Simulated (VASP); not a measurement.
# BeHF (P4/nmm) in VASP: reference runs

How does BeHF come out in PBE? The cell is run as given.

Everything below comes from runs of VASP 6.6.1. Logs are shortened: lines on timing, memory, paths and dates and some standing lists are left out, and cuts for length are marked.

## 1. The structure

Symmetry: P4/nmm, No. 129, tetragonal system. Conventional cell: a = 3.171 Å, b = 3.171 Å, c = 5.240 Å, α = 90.00°, β = 90.00°, γ = 90.00°. Be (site symmetry 4mm) has 4 H at 1.82 Å as nearest neighbours. H (site symmetry -4m2) is surrounded by 4 Be at 1.82 Å. F (site symmetry 4mm) is surrounded by 4 H at 2.35 Å and 6 Be at 2.39 to 2.62 Å.

The cell was built by a generator and needn't be a form met in nature.

## 2. Single point, PBE

INCAR reads:

```
PREC = Accurate
ENCUT = 520
EDIFF = 1E-7
ISMEAR = -1
SIGMA = 0.05
LREAL = False
LASPH = True
NELM = 60
ALGO = Normal
ISIF = 2
LWAVE = False
LCHARG = False
GGA = PE
NBANDS = 19
```

KPOINTS reads:

```
Automatic mesh
0
Gamma
  8 8 5
```

POSCAR reads:

```
BeHF
1.0
    3.1711226500      0.0000000000      0.0000000000
    0.0000000000      3.1711226500      0.0000000000
    0.0000000000      0.0000000000      5.2401098700
Be H F
2 2 2
Direct
    0.0000000000      0.5000000000      0.8299999800
    0.5000000000      0.0000000000      0.1700000200
    0.0000000000      0.0000000000      0.0000000000
    0.5000000000      0.5000000000      0.0000000000
    0.0000000000      0.5000000000      0.3300000100
    0.5000000000      0.0000000000      0.6699999900
```

Potentials or basis: VASP PAW PBE potentials, release 64 (Be, H, F).

On the command line:

```console
> cat potpaw_PBE.64/Be/POTCAR potpaw_PBE.64/H/POTCAR potpaw_PBE.64/F/POTCAR > POTCAR
> mpirun -np 1 vasp_std > vasp.out
```

OUTCAR:

```text
PREC = Accurate
   ENCUT = 520
   EDIFF = 1E-7
   ISMEAR = -1
   LREAL = False
   LASPH = True
   NELM = 60
   ISIF = 2
   GGA = PE

 ion  position               nearest neighbor table
   1  0.000  0.500  0.830-
   2  0.500  0.000  0.170-
   3  0.000  0.000  0.000-
   4  0.500  0.500  0.000-
   5  0.000  0.500  0.330-
   6  0.500  0.000  0.670-

  LATTYP: Found a simple tetragonal cell.
 ALAT       =     3.1711226500
 C/A-ratio  =     1.6524462937

  Lattice vectors:

 A1 = (   3.1711226500,   0.0000000000,   0.0000000000)
 A2 = (   0.0000000000,   3.1711226500,   0.0000000000)
 A3 = (   0.0000000000,   0.0000000000,   5.2401098700)

Analysis of symmetry for initial positions (statically):
=====================================================================
 Subroutine PRICEL returns:
 Original cell was already a primitive cell.

 Routine SETGRP: Setting up the symmetry group for a
 simple tetragonal supercell.

 Subroutine GETGRP returns: Found 16 space group operations
 (whereof  8 operations were pure point group operations)
 out of a pool of 16 trial point group operations.

The static configuration has the point symmetry D_2d.
 The point group associated with its full space group is D_4h.

Analysis of symmetry for dynamics (positions and initial velocities):
=====================================================================
 Subroutine PRICEL returns:
 Original cell was already a primitive cell.

 Routine SETGRP: Setting up the symmetry group for a
 simple tetragonal supercell.

 Subroutine GETGRP returns: Found 16 space group operations
 (whereof  8 operations were pure point group operations)
 out of a pool of 16 trial point group operations.

The dynamic configuration has the point symmetry D_2d.
 The point group associated with its full space group is D_4h.

 Subroutine INISYM returns: Found 16 space group operations
 (whereof  8 operations are pure point group operations),
 and found     1 'primitive' translations

----------------------------------------------------------------------------------------

                                     Primitive cell

  volume of cell :      52.6946

  direct lattice vectors                    reciprocal lattice vectors
     3.171122650  0.000000000  0.000000000     0.315345734  0.000000000  0.000000000
     0.000000000  3.171122650  0.000000000     0.000000000  0.315345734  0.000000000
     0.000000000  0.000000000  5.240109870     0.000000000  0.000000000  0.190835693

  length of vectors
     3.171122650  3.171122650  5.240109870     0.315345734  0.315345734  0.190835693

  position of ions in fractional coordinates (direct lattice)
     0.000000000  0.500000000  0.829999980
     0.500000000  0.000000000  0.170000020
     0.000000000  0.000000000  0.000000000
     0.500000000  0.500000000  0.000000000
     0.000000000  0.500000000  0.330000010
     0.500000000  0.000000000  0.669999990

  ion indices of the primitive-cell ions
   primitive index   ion index
                 1           1
                 2           2
                 3           3
                 4           4
                 5           5
                 6           6

----------------------------------------------------------------------------------------

 KPOINTS: Automatic mesh

Automatic generation of k-mesh.
 Grid dimensions read from file:
 generate k-points for:    8    8    5

 Generating k-lattice:

  Cartesian coordinates                     Fractional coordinates (reciprocal lattice)
     0.039418217  0.000000000  0.000000000     0.125000000  0.000000000  0.000000000
     0.000000000  0.039418217  0.000000000     0.000000000  0.125000000  0.000000000
     0.000000000  0.000000000  0.038167139     0.000000000  0.000000000  0.200000000

  Length of vectors
     0.039418217  0.039418217  0.038167139

  Shift w.r.t. Gamma in fractional coordinates (k-lattice)
     0.000000000  0.000000000  0.000000000

 Subroutine IBZKPT returns following result:
 ===========================================

 Found     45 irreducible k-points:

 Following reciprocal coordinates:
            Coordinates               Weight
  0.000000  0.000000  0.000000      1.000000
  0.125000  0.000000  0.000000      4.000000
  0.250000  0.000000  0.000000      4.000000
  0.375000  0.000000  0.000000      4.000000
  0.500000  0.000000  0.000000      2.000000
  0.125000  0.125000  0.000000      4.000000
[... 16 lines left out ...]
  0.375000  0.125000  0.200000     16.000000
  0.500000  0.125000  0.200000      8.000000
 [... further k-points ...]
   k-points           NKPTS =     45   k-points in BZ     NKDIM =     45   number of bands    NBANDS=     19
   number of dos      NEDOS =    301   number of ions     NIONS =      6
   total plane-waves  NPLWV =  23040
   dimension x,y,z NGX =    24 NGY =   24 NGZ =   40
   dimension x,y,z NGXF=    48 NGYF=   48 NGZF=   80
   ions per type =               2   2   2
   NGX,Y,Z   is equivalent  to a cutoff of  12.58, 12.58, 12.69 a.u.
   NGXF,Y,Z  is equivalent  to a cutoff of  25.16, 25.16, 25.38 a.u.
 SYSTEM =  unknown system
   PREC   = accura    normal or accurate (medium, high low for compatibility)
   ISTART =      0    job   : 0-new  1-cont  2-samecut
   ICHARG =      2    charge: 1-file 2-atom 10-const
   ISPIN  =      1    spin polarized calculation?
   LNONCOLLINEAR =      F non collinear calculations
   LSORBIT =      F    spin-orbit coupling
   LASPH  =      T    aspherical Exc in radial PAW
   ENCUT  =  520.0 eV  38.22 Ry    6.18 a.u.   5.90  5.90  9.74*2*pi/ulx,y,z
   NELM   =     60;   NELMIN=  2; NELMDL= -5     # of ELM steps
   EDIFF  = 0.1E-06   stopping-criterion for ELM
   LREAL  =      F    real-space projection
   EDIFFG = 0.1E-05   stopping-criterion for IOM
   NSW    =      0    number of steps for IOM
   IBRION =     -1    ionic relax: 0-MD 1-quasi-New 2-CG
   NFREE  =      0    steps in history (QN), initial steepest desc. (CG)
   ISIF   =      2    stress and relaxation
   ISYM   =      2    0-nonsym 1-usesym 2-fastsym
   POTIM  = 0.5000    time-step for ionic-motion
   TEBEG  =    0.0;   TEEND  =   0.0 temperature during run
   PSTRESS=    0.0 pullay stress
   NELECT =      20.0000    total number of electrons
   NUPDOWN=      -1.0000    fix difference up-down
   EMIN   =  10.00;   EMAX   =-10.00  energy-range for DOS
   EFERMI =   0.00;   METHOD = LEGACY
   ISMEAR =    -1;   SIGMA  =   0.05  broadening in eV -4-tet -1-fermi 0-gaus
   EFERMI_NEDOS =   21; number of points for ismear=-14 and -15
   IALGO  =     38    algorithm
   IMIX   =      4    mixing-type and parameters
     AMIX     =   0.40;   BMIX     =  1.00
     AMIX_MAG =   1.60;   BMIX_MAG =  1.00
  volume/ion in A,a.u.               =       8.78        59.27
  Fermi-wavevector in a.u.,A,eV,Ry     =   1.185303  2.239898 19.115409  1.404943
  Thomas-Fermi vector in A             =   2.321499
   LORBIT       =      0    0 simple, 1 ext, 2 COOP (PROOUT), +10 PAW based schemes
   GGA     = PE    functional components
   LHFCALC =     F    Hartree Fock is set to
   AEXX    =    0.0000 exact exchange contribution
   IVDW    =     0    specifies the selected vdW correction
   LEPSILON=     F    determine dielectric tensor
   LRPA    =     F    only Hartree local field effects (RPA)
 non-spin polarized calculation
  energy-cutoff  :      520.00
  volume of cell :       52.69
 maximum number of plane-waves:      1448
 NGX is ok and might be reduce to    24
   NGX = 11   NGY = 11   NGZ = 19

 number of electron      19.9999983 magnetization

 Free energy of the ion-electron system (eV)
  ---------------------------------------------------
  ext. energy  EPLUGINS =         0.00000000
  ---------------------------------------------------
  free energy    TOTEN  =       -21.12514825 eV

  energy without entropy =      -21.12434778  energy(sigma->0) =      -21.12474801

 E-fermi :   2.4396     XC(G=0):  -9.3252

 val. band max:        2.3310580748   @ k =   0.0000   0.0000   0.4000
 cond. band min:       2.5022622476   @ k =   0.0000   0.0000   0.4000
 fundamental gap:      0.1712041728
 Fermi energy:         2.4396260464

 k-point     1 :       0.0000    0.0000    0.0000
  band No.  band energies     occupation
      1     -20.6314      2.00000
      2     -20.1964      2.00000
      3      -7.1914      2.00000
      4      -2.0302      2.00000
      5      -2.0228      2.00000
      6      -2.0228      2.00000
[... 11 lines left out ...]
     18      15.0717      0.00000
     19      15.2390      0.00000

 k-point     2 :       0.1250    0.0000    0.0000
  band No.  band energies     occupation
      1     -20.5996      2.00000
      2     -20.1959      2.00000
      3      -7.0266      2.00000
      4      -2.5235      2.00000
      5      -2.0575      2.00000
      6      -1.9650      2.00000
[... 11 lines left out ...]
     18      15.2945      0.00000
     19      15.8460      0.00000

 k-point     3 :       0.2500    0.0000    0.0000
  band No.  band energies     occupation
      1     -20.5142      2.00000
      2     -20.2025      2.00000
      3      -6.5418      2.00000
      4      -3.1710      2.00000
      5      -2.6721      2.00000
      6      -2.1217      2.00000
[... 11 lines left out ...]
     18      14.6067      0.00000
     19      15.4916      0.00000

 k-point     4 :       0.3750    0.0000    0.0000
  band No.  band energies     occupation
      1     -20.4034      2.00000
      2     -20.2332      2.00000
      3      -5.7720      2.00000
      4      -3.8940      2.00000
      5      -3.1132      2.00000
      6      -2.7936      2.00000
[... 11 lines left out ...]
     18      12.7842      0.00000
     19      16.2843      0.00000

 k-point     5 :       0.5000    0.0000    0.0000
  band No.  band energies     occupation
      1     -20.3019      2.00000
      2     -20.3019      2.00000
      3      -4.8119      2.00000
      4      -4.8119      2.00000
      5      -3.2023      2.00000
      6      -3.2023      2.00000
[... 11 lines left out ...]
     18      11.1449      0.00000
     19      17.3590      0.00000

 k-point     6 :       0.1250    0.1250    0.0000
  band No.  band energies     occupation
      1     -20.5688      2.00000
      2     -20.1944      2.00000
      3      -6.8662      2.00000
      4      -2.5171      2.00000
      5      -2.4348      2.00000
      6      -2.2370      2.00000
[... 11 lines left out ...]
     18      15.3924      0.00000
     19      15.6741      0.00000

 k-point     7 :       0.2500    0.1250    0.0000
  band No.  band energies     occupation
      1     -20.4868      2.00000
      2     -20.1977      2.00000
      3      -6.3963      2.00000
      4      -3.1575      2.00000
      5      -2.6796      2.00000
      6      -2.4741      2.00000
[... 11 lines left out ...]
     18      14.2586      0.00000
     19      15.1660      0.00000

 k-point     8 :       0.3750    0.1250    0.0000
  band No.  band energies     occupation
      1     -20.3810      2.00000
      2     -20.2232      2.00000
      3      -5.6590      2.00000
      4      -3.8998      2.00000
      5      -3.0499      2.00000
      6      -2.7678      2.00000
[... 256 lines left out ...]
 k-point    20 :       0.5000    0.0000    0.2000
  band No.  band energies     occupation
      1     -20.3013      2.00000
      2     -20.3013      2.00000
      3      -4.9608      2.00000
      4      -4.9608      2.00000
      5      -2.8785      2.00000
      6      -2.8785      2.00000
[... 11 lines left out ...]
     18      11.2307      0.00000
     19      16.4946      0.00000

 k-point    21 :       0.1250    0.1250    0.2000
  band No.  band energies     occupation
      1     -20.5565      2.00000
      2     -20.2075      2.00000
      3      -6.8964      2.00000
      4      -2.4649      2.00000
      5      -2.3585      2.00000
      6      -2.2273      2.00000
[... 11 lines left out ...]
     18      15.2935      0.00000
     19      15.3309      0.00000

 k-point    22 :       0.2500    0.1250    0.2000
  band No.  band energies     occupation
      1     -20.4772      2.00000
      2     -20.2075      2.00000
      3      -6.4474      2.00000
      4      -3.0860      2.00000
      5      -2.7213      2.00000
      6      -2.2703      2.00000
[... 11 lines left out ...]
     18      14.3110      0.00000
     19      15.4121      0.00000

 k-point    23 :       0.3750    0.1250    0.2000
  band No.  band energies     occupation
      1     -20.3759      2.00000
      2     -20.2284      2.00000
      3      -5.7450      2.00000
      4      -3.9694      2.00000
      5      -2.9376      2.00000
      6      -2.4817      2.00000
[... 11 lines left out ...]
     18      13.0132      0.00000
     19      15.7223      0.00000

 k-point    24 :       0.5000    0.1250    0.2000
  band No.  band energies     occupation
      1     -20.2853      2.00000
      2     -20.2853      2.00000
      3      -4.8780      2.00000
      4      -4.8780      2.00000
      5      -2.8526      2.00000
      6      -2.8526      2.00000
[... 11 lines left out ...]
     18      12.0471      0.00000
     19      16.3898      0.00000

 [... further k-points ...]

------------------------ aborting loop because EDIFF is reached ----------------------------------------

  FORCE on cell =-STRESS in cart. coord.  units (eV):
  Direction    XX          YY          ZZ          XY          YZ          ZX
  --------------------------------------------------------------------------------------
  -------------------------------------------------------------------------------------
  Total       -7.8849871     -7.8849871     -3.7056658      0.0000000     -0.0000000      0.0000000
  in kB     -239.7425382   -239.7425382   -112.6705369      0.0000000     -0.0000000      0.0000000
  external PRESSURE =    -197.3852044 kB  Pullay stress =       0.0000000 kB

 VOLUME and BASIS-vectors are now :
 -----------------------------------------------------------------------------
  energy-cutoff  :      520.00
  volume of cell :       52.69
      direct lattice vectors                 reciprocal lattice vectors
     3.171122650  0.000000000  0.000000000     0.315345734  0.000000000  0.000000000
     0.000000000  3.171122650  0.000000000     0.000000000  0.315345734  0.000000000
     0.000000000  0.000000000  5.240109870     0.000000000  0.000000000  0.190835693

 POSITION                                       TOTAL-FORCE (eV/Angst)
 -----------------------------------------------------------------------------------
      0.00000      1.58556      4.34929        -0.000000     -0.000000      0.434743
      1.58556      0.00000      0.89082         0.000000      0.000000     -0.434743
      0.00000      0.00000      0.00000        -0.000000      0.000000     -0.000000
      1.58556      1.58556      0.00000         0.000000     -0.000000     -0.000000
      0.00000      1.58556      1.72924         0.000000      0.000000      0.589599
      1.58556      0.00000      3.51087        -0.000000     -0.000000     -0.589599
 -----------------------------------------------------------------------------------
    total drift:                                0.000000      0.000000      0.000000

  FREE ENERGIE OF THE ION-ELECTRON SYSTEM (eV)
  ---------------------------------------------------
  free  energy   TOTEN  =       -21.1251482476 eV

  energy  without entropy=      -21.1243477756  energy(sigma->0) =      -21.12474801
```

It took 22 s on 1 thread of Intel Xeon Platinum 8375C at 2.90GHz (Ice Lake), shared host; peak memory 0.17 GiB.

Results:

| Quantity | Value |
| --- | --- |
| Free energy | -21.1251 eV |
| Pressure | -19.7 GPa |
| Largest force | 0.590 eV/Å |
| Band gap on the k mesh | 0.17 eV, direct |

Forces in eV/Å, atoms in the order of the input:
```
Be   0.000  0.000  0.435
Be   0.000  0.000 -0.435
H    0.000  0.000  0.000
H    0.000  0.000  0.000
F    0.000  0.000  0.590
F    0.000  0.000 -0.590
```

Caveat: so large a pressure means that the cell lies far from this level's equilibrium, or that cutoff or potentials fall short; an odd mesh through Γ misses points on the zone boundary, where band edges often lie. A hybrid or GW would open this gap; PBE tends to underestimate it.
